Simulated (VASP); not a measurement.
Runs of VASP 6.6.1 on NiO. The structure is trigonal, space group R-3m (No. 166). The conventional cell has a = 2.876 Å, b = 2.876 Å, c = 6.992 Å, α = 90.00°, β = 90.00°, γ = 120.00°. Around Ni (site symmetry -3m) lie 6 O at 2.03 Å. O (site symmetry -3m) has 6 Ni at 2.03 Å as nearest neighbours. The cell was built by a generator and needn't be a form met in nature.

```tsv
k mesh	cutoff (eV)	mesh quality	gap on the mesh (eV)	pressure (GPa)	moment (μB)
9 × 9 × 9	520	not flagged	none	22.6	1.26
12 × 12 × 12	520	not flagged	none	24.9	(b)
6 × 6 × 6	520	coarse	none	27.2	(a)
9 × 9 × 9	600	not flagged	none	22.4	1.26
9 × 9 × 9	700	not flagged	none	22.3	1.26
```

Alike in all rows: task single point; level PBE; potentials or basis VASP PAW PBE potentials, release 64 (Ni, O); spin collinear, ferromagnetic start; cell as given; smearing gaussian 0.02 eV.

Task: Fill in the values left out.

Result: (a) 1.70; (b) 1.50.

Caveats: some runs use coarse meshes; so large a pressure means that the cell lies far from this level's equilibrium, or that cutoff or potentials fall short; a cell with one magnetic atom can't hold antiferromagnetic order, which such compounds often take; semilocal functionals often make such compounds metallic where correlation or magnetic order opens a gap, which also shifts bond lengths.

A k mesh can miss the band edges.

A gap of «none» marks a metal or a gap under the smearing width.

Not every run made on this cell is shown here.
